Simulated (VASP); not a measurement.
```
Se
1.0
    2.18500    -3.78453     0.00000
    2.18500     3.78453     0.00000
    0.00000     0.00000     4.95000
Se
3
Cartesian
  0.49162   0.85152   3.30000
  3.38675   0.00000   0.00000
  0.49163  -0.85152   1.65000
```

The base run (VASP): PBE GGA, plane waves, VASP's PBE PAW potentials (set 64). Run with 400 eV cut-off, 6×6×5 Γ-centred mesh, Gaussian smearing of 0.050 eV, potentials Se.

One setting is varied; ΔE counts from the base run. The base run took about 10 core-seconds. The timings are rough (shared machines, no repeats); factors under 2 mean little.

```csv
setting,cost over the base run,electronic steps,ΔE (meV/atom)
base run,reference,12,0.0
"AMIX = 0.6, BMIX = 1.0, IMIX = 1",within a factor of 2,14,0.0
"AMIX = 0.2, BMIX = 3.0, IMIX = 4",within a factor of 2,15,0.0
"AMIX = 1.0, BMIX = 0.0001, IMIX = 1",about 3 times,40,0.0
"AMIX = 0.05, BMIX = 0.0001, IMIX = 1",?,?,0.0
```

Problem. Some entries are withheld; supply them.

Solution. 
- AMIX = 0.05, BMIX = 0.0001, IMIX = 1, cost over the base run: about 5 times
- AMIX = 0.05, BMIX = 0.0001, IMIX = 1, electronic steps: 65

Left out are runs that failed, have no time on record or changed the cell.

The compound is Se in the trig structure. The cell was not relaxed at this level.
